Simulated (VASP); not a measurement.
An input for Quantum ESPRESSO's pw.x (written as the equivalent of a VASP run, and not itself run):

```
&CONTROL
  calculation = 'scf'
  pseudo_dir = './pseudo'
  outdir = './out'
  tprnfor = .true.
  tstress = .true.
/
&SYSTEM
  ibrav = 0
  nat = 1
  ntyp = 1
  ecutwfc = 76
  occupations = 'smearing'
  smearing = 'methfessel-paxton'
  degauss = 0.00735
  input_dft = 'pbe'
/
&ELECTRONS
  conv_thr = 7.3e-05
  electron_maxstep = 100
/
ATOMIC_SPECIES
  Au 196.967 Au.upf
CELL_PARAMETERS angstrom
     0.0000000    2.0400000    2.0400000
     2.0400000    0.0000000    2.0400000
     2.0400000    2.0400000    0.0000000
ATOMIC_POSITIONS crystal
  Au   0.0000000  0.0000000  0.0000000
K_POINTS automatic
  14 14 14 0 0 0
```

### Question
Translate this input to VASP (INCAR, KPOINTS, POSCAR, choice of POTCAR).

### Answer
Several could match; the one computed here: 
File KPOINTS:
```
Automatic mesh
0
Gamma
14 14 14
0 0 0
```

### POSCAR
```
Au
4.080
  0.0000000000   0.5000000000   0.5000000000
  0.5000000000   0.0000000000   0.5000000000
  0.5000000000   0.5000000000   0.0000000000
Au
1
Cartesian
  0.0000000000   0.0000000000   0.0000000000
```

INCAR:
```
! general
SYSTEM  = Au
PREC    = Accurate
ENCUT   = 400   ! plane-wave cut-off (eV)
LREAL   = .FALSE.   ! projection in real space or not
LASPH   = .TRUE.

! electronic loop
EDIFF   = 1E-3   ! SCF stop (eV)
NELM    = 100
ALGO    = Normal   ! blocked Davidson
LMAXMIX = 6

! smearing
ISMEAR  = 1
SIGMA   = 0.1   ! width (eV)

! functional
GGA     = PE   ! PBE

! ions
ISIF    = 2   ! forces and stress, cell fixed

! output
LWAVE   = .FALSE.
LCHARG  = .FALSE.
```

POTCAR, in this order: Au (PBE.64 set). Program: vasp_std.

Limits of the translation: the potentials are each code's own (VASP's PAW set, PseudoDojo norm-conserving files in pw.x), so ENCUT and ecutwfc are chosen apart and not converted; conv_thr bounds pw.x's estimated SCF error, while EDIFF bounds the energy change between steps.

The compound is Au in the fcc structure. The cell was not relaxed at this level. The run is one of a series of settings (EDIFF = 1E-3 against the base run), some of them coarse on purpose.
